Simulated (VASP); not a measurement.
Data:

Space group Pm-3m (No. 221); a = b = c = 2.831 Å, α = β = γ = 90.00°

```tsv
atom	site	symmetry	x	y	z
Al	1b	m-3m	0.5000	0.5000	0.5000
Co	1a	m-3m	0.0000	0.0000	0.0000
```

Level of theory: TPSS meta-GGA, VASP's PBE PAW potentials (set 64) (plane waves; VASP). Run with 520 eV cut-off, 13×13×13 Γ-centred mesh, first-order Methfessel-Paxton smearing of 0.10 eV, potentials Al Co.

Question: Give the energy at these volumes per atom, relative to the lowest: 10.66, 11.00, 11.34, 11.68, 12.02 Å³.

Answer: 27.5, 6.6, 0.0, 5.7, 21.8 meV/atom. A third-order Birch-Murnaghan fit gives B0 = 191 GPa and B0′ = 4.3.

Measured: bulk modulus 162 GPa (computed value off by +18.2 %), a 2.861 Å (computed value off by -1.0 %), as given by Yamada et al., (2019), arXiv:1910.09660. The calculation is for a static lattice, while the measured bulk modulus, a hold thermal and zero-point effects, which are part of the difference.

The compound is CoAl in the CsCl type structure. It was relaxed first. The run is not spin-polarised, so no magnetic state was tried.
